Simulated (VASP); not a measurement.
Here is the system:

```xyz
2
Lattice="3.3241 0.0000 0.0000 0.0000 3.3241 0.0000 0.0000 0.0000 4.1965" Properties=species:S:1:pos:R:3 pbc="T T T"
Mg     3.3241     0.0000     0.0000
Sn     1.6621     1.6621     2.0983
```

These are PBEsol GGA, VASP's PBE PAW potentials (set 64) (plane waves; VASP 6.6.1) values and carry that method's errors. Run with 400 eV cut-off, 12×12×10 Γ-centred mesh, tetrahedra with Blöchl corrections, potentials Mg Sn_d.

**Question.** The job: MgSn (space group P4/mmm), 2 atoms, PBEsol, static run, 400 eV, 12×12×10 Γ-centred mesh. Roughly how much core time does it take on a busy server core?

**Answer.** About 30 core-seconds (one run on a shared machine, a rough figure). It had 168 irreducible k-points, 12 bands, up to 862 plane waves and 12 electronic steps.

The structure comes from a computed database's MgSn entry (P4/mmm); how it stands against other phases isn't given here. It was relaxed first.
